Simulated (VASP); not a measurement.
An input for Quantum ESPRESSO's pw.x (written as the equivalent of a VASP run, and not itself run):

```
&CONTROL
  calculation = 'scf'
  pseudo_dir = './pseudo'
  outdir = './out'
  tprnfor = .true.
  tstress = .true.
/
&SYSTEM
  ibrav = 0
  nat = 2
  ntyp = 2
  ecutwfc = 84
  occupations = 'smearing'
  smearing = 'gaussian'
  degauss = 0.003675
  input_dft = 'vdw-df-cx'
/
&ELECTRONS
  conv_thr = 7.3e-09
  electron_maxstep = 100
/
ATOMIC_SPECIES
  Ga 69.723 Ga.upf
  As 74.922 As.upf
CELL_PARAMETERS angstrom
     0.0000000    2.8110530    2.8110530
     2.8110530    0.0000000    2.8110530
     2.8110530    2.8110530    0.0000000
ATOMIC_POSITIONS crystal
  Ga   0.0000000  0.0000000  0.0000000
  As   0.2500000  0.2500000  0.2500000
K_POINTS automatic
  8 8 8 0 0 0
```

Task: Write the VASP files for the same calculation (vdW-DF-cx).

Result: This is not unique; one that fits is 
**INCAR**
```
# general
SYSTEM   = GaAs
PREC     = Accurate
ENCUT    = 520
LREAL    = .FALSE.
LASPH    = .TRUE.

# electronic loop
EDIFF    = 1E-7
NELM     = 100
ALGO     = Normal
LMAXMIX  = 4

# smearing
ISMEAR   = 0
SIGMA    = 0.05

# functional
GGA      = CX
LUSE_VDW = .TRUE.
AGGAC    = 0.0

# ions
ISIF     = 2

# output
LWAVE    = .FALSE.
LCHARG   = .FALSE.
```

File POSCAR:
```
GaAs
1.0
  0.0000000000   2.8110530449   2.8110530449
  2.8110530449   0.0000000000   2.8110530449
  2.8110530449   2.8110530449   0.0000000000
Ga As
1 1
Direct
  0.0000000000   0.0000000000   0.0000000000
  0.2500000000   0.2500000000   0.2500000000
```

### KPOINTS
```
K-points
0
G
8 8 8
```

POTCAR, in this order: Ga_d As (PBE.64 set). Program: vasp_std.

The two are equivalent in intent, not identical: the potentials are each code's own (VASP's PAW set, PseudoDojo norm-conserving files in pw.x), so ENCUT and ecutwfc are chosen apart and not converted; conv_thr bounds pw.x's estimated SCF error, while EDIFF bounds the energy change between steps.

The compound is GaAs in the zinc blende structure. This cell is one point of a volume scan, at 0.97 of the reference volume.
